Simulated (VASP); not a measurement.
A convergence study with VASP on SnO2 (rutile): one setting is varied, all else stays as given below, so the limit is that of these other settings. ε∞ is the independent-particle value.

```xyz
6
Lattice="4.7400 0.0000 0.0000 0.0000 4.7400 0.0000 0.0000 0.0000 3.1900" Properties=species:S:1:pos:R:3 pbc="T T T"
Sn     0.0000     0.0000     0.0000
Sn     2.3700     2.3700     1.5950
O      1.4552     1.4552     0.0000
O      3.8252     0.9148     1.5950
O      0.9148     3.8252     1.5950
O      3.2848     3.2848     0.0000
```

Computed with PBEsol GGA, VASP's PBE PAW potentials (set 64) (plane waves; VASP). The tightest run used: 700 eV cut-off, 4×4×6 Γ-centred mesh, Gaussian smearing of 0.050 eV, potentials Sn_d O.

```json
[
 {"setting": "NBANDS = 27", "mean ε∞": "2.43", "bands": "27"},
 {"setting": "NBANDS = 28", "mean ε∞": "2.93", "bands": "28"},
 {"setting": "NBANDS = 30", "mean ε∞": "3.58", "bands": "30"},
 {"setting": "NBANDS = 34", "mean ε∞": "4.00", "bands": "34"}
]
```

These are the cheaper rows. Estimate the results at NBANDS = 154, and how far the last row shown lies from them.

```
quantity  tightest run  last row shown is off by
--------  ------------  ------------------------
mean ε∞           4.69                     -0.69
```

Left out are rungs that failed or repeat a setting and relaxations that didn't move; long series are thinned to 24 rows.

The compound is SnO2 in the rutile structure. The cell was not relaxed at this level, forces remain on its atoms.
